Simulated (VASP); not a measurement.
Given:

```
BeSe
1.0
    0.00000     2.68606     2.68606
    2.68606     0.00000     2.68606
    2.68606     2.68606     0.00000
Be Se
1 1
Direct
  0.00000   0.00000   0.00000
  0.25000   0.25000   0.25000
```

Level of theory: vdW-DF2, VASP's PBE PAW potentials (set 64) (plane waves; VASP 6.6.1). Run with 520 eV cut-off, 9×9×9 Γ-centred mesh, Gaussian smearing of 0.050 eV, potentials Be Se.

Q: Predict the energy per atom (σ→0), pressure.

A: 
```
Quantity                       Result
---------------------  --------------
energy per atom (σ→0)  -3.112 eV/atom
pressure                   -35.9 kbar
```

The compound is BeSe in the zinc blende structure. This cell is one point of a volume scan, at 1.06 of the reference volume.
